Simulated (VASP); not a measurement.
Energy against volume of HfC (rock salt). Level of theory: revPBE GGA, VASP's PBE PAW potentials (set 64) (plane waves; VASP).

```tsv
V (Å³/atom)	E (eV/atom)
11.938	-10.11116
12.320	-10.13914
12.701	-10.14783
13.082	-10.13995
13.463	-10.11781
```

Problem. Fit a third-order Birch-Murnaghan equation of state.

Solution. 
The volume per atom is 12.70 Å³/atom and the bulk modulus is 2320 kbar. The pressure derivative of the bulk modulus comes out as 4.04 and the lattice constant a is 4.666 Å.

Measured: a 4.638 Å (computed value off by +0.6 %), as given by Guo-Xu Zhang et al., New Journal of Physics (2018), doi:10.1088/1367-2630/aac7f0. The calculation is for a static lattice, while the measured a holds thermal and zero-point effects, which are part of the difference.

The compound is HfC in the rock salt structure. It was relaxed first.
